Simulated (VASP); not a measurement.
Consider the following.

```
CELL_PARAMETERS angstrom
      1.61165     0.93049     5.69824
     -1.61165     0.93049     5.69824
      0.00000    -1.86098     5.69824
ATOMIC_POSITIONS crystal
  Sc 0.50000 0.50000 0.50000
  Cu 0.00000 0.00000 0.00000
  O  0.89305 0.89305 0.89305
  O  0.10695 0.10695 0.10695
```

These are r2SCAN meta-GGA, VASP's PBE PAW potentials (set 64) (plane waves; VASP) values and carry that method's errors. Numerical set-up: 520 eV cut-off, 9×9×9 Γ-centred mesh, tetrahedra with Blöchl corrections, potentials Sc_sv Cu O.

Question: Give the energies of bands 7 to 20 at the high-symmetry points, in eV from the valence-band maximum.

Answer: 
```
band      Γ      T     H2      L     S0      F
----  -----  -----  -----  -----  -----  -----
7     -6.76  -5.52  -5.54  -5.66  -5.53  -6.14
8     -4.69  -5.04  -5.00  -5.46  -4.87  -4.95
9     -4.69  -4.45  -4.55  -4.24  -4.76  -4.52
10    -3.34  -4.45  -4.46  -3.92  -4.40  -4.27
11    -2.78  -3.08  -3.86  -3.92  -3.89  -3.37
12    -2.35  -3.08  -3.52  -3.63  -3.48  -3.10
13    -2.35  -2.71  -1.36  -1.84  -1.34  -1.88
14    -1.38  -1.38  -1.26  -0.95  -1.28  -1.05
15    -1.38  -1.38  -0.91  -0.70  -0.91  -0.95
16    -1.01  -0.38  -0.70  -0.62  -0.69  -0.85
17    -1.01  -0.38  -0.03   0.00  -0.03  -0.13
18     2.81   3.70   3.49   2.51   3.46   3.40
19     3.73   3.70   4.32   4.02   4.36   3.78
20     3.73   4.19   4.52   4.86   4.48   4.42
```

The gap is direct, 2.51 eV, from the valence maximum at L to the conduction minimum at L.

The structure comes from a computed database's ScCuO2 entry (R-3m); how it stands against other phases isn't given here. It was relaxed first.
